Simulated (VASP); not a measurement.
Method: PBE GGA, VASP's PBE PAW potentials (set 64) (plane waves; VASP).

VASP ran on this input.

KPOINTS:
```
Automatic mesh
0
Gamma
12 12 12
0 0 0
```

INCAR:
```
SYSTEM=Nb
PREC=Accurate; ENCUT=400; LREAL=.FALSE.
LASPH=.TRUE.
EDIFF=1E-6; NELM=100; ALGO=Normal
LMAXMIX=4
ISMEAR=1; SIGMA=0.1
GGA=PE
IBRION=2; NSW=40; ISIF=3
EDIFFG=-0.01
LWAVE=.FALSE.; LCHARG=.FALSE.
```

POSCAR:
```
Nb
1.0
 -1.6500000000   1.6500000000   1.6500000000
  1.6500000000  -1.6500000000   1.6500000000
  1.6500000000   1.6500000000  -1.6500000000
Nb
1
Cart
  0.0000000000   0.0000000000   0.0000000000
```

POTCAR, in this order: Nb_sv (PBE.64 set). Program: vasp_std.

Task: What does the run give for the energy per atom (σ→0), volume per atom, band gap (on the k-mesh)?

Result: 
The energy per atom (σ→0) is -10.226 eV/atom, the band gap (on the k-mesh) is none (metal, semimetal or under 0.01 eV) and the volume per atom is 18.02 Å^3/atom.

OSZICAR:
```
...
       N       E                     dE             d eps       ncg     rms          rms(c)
DAV:   1    -0.102302945552E+02   -0.51817E-02   -0.14860E-01  1734   0.590E+00    0.564E-01
DAV:   2    -0.102256965754E+02    0.45980E-02   -0.11364E-02  2076   0.148E+00    0.154E-01
DAV:   3    -0.102252251302E+02    0.47145E-03   -0.35890E-03  2180   0.657E-01    0.947E-02
DAV:   4    -0.102253441105E+02   -0.11898E-03   -0.10461E-04  2062   0.101E-01    0.515E-02
DAV:   5    -0.102254472768E+02   -0.10317E-03   -0.27205E-04  2402   0.108E-01    0.196E-02
DAV:   6    -0.102254482657E+02   -0.98883E-06   -0.47680E-06  1516   0.271E-02
   3 F= -.10225448E+02 E0= -.10225736E+02  d E =-.889884E-04
```

The compound is Nb in the bcc structure. This run relaxes it. Symmetry was kept, so distortions that lower it aren't found.
